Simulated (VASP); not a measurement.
# Hf3Be under changes of volume

One of the cells (19.432 Å³/atom); the others are scaled copies at fixed shape and fractional positions:

```xyz
4
Lattice="-2.1059 2.1059 4.3819 2.1059 -2.1059 4.3819 2.1059 2.1059 -4.3819" Properties=species:S:1:pos:R:3 pbc="T T T"
Hf    0.0000    0.0000    4.3819
Hf    2.1059    0.0000    2.1909
Hf    0.0000    2.1059    2.1909
Be    0.0000    0.0000    0.0000
```

The cell comes from a database or a generator and needn't be the stable form of this composition.

```yaml
Program: VASP 6.6.1
Functional: PBE
Potentials_or_basis: VASP PAW PBE potentials, release 64 (Hf_pv, Be)
Cutoff: 520 eV
k_mesh: 9 × 9 × 9
Occupations: fermi-dirac, width 0.05 eV
Spin: no spin polarisation
```

| volume (Å³/atom) | energy over the lowest point (meV/atom) | pressure (GPa) |
| --- | --- | --- |
| 17.908 | ? | ? |
| 18.289 | 7.17 | 4.2 |
| 18.670 | 0.00 | 1.9 |
| 19.432 | 1.21 | -2.2 |
| 19.813 | 8.71 | -4.0 |
| 20.194 | 20.31 | -5.7 |

What does the run at 17.908 Å³/atom give?

Energy over the lowest point 20.20 meV/atom; pressure 6.8 GPa.

Worked out: A Birch-Murnaghan fit of order 3 (a polynomial in V^(-2/3)) to the other rows has its minimum at 19.00 Å³/atom with B0 = V·E''(V) = 103 GPa and B' = 3.4 at fixed shape and positions, which overstates the stiffness. It gives 20.17 meV/atom at 17.908 Å³/atom, against the run's 20.20, and -dE/dV = 6.8 GPa, against 6.8.

Energies are extrapolated to zero smearing.
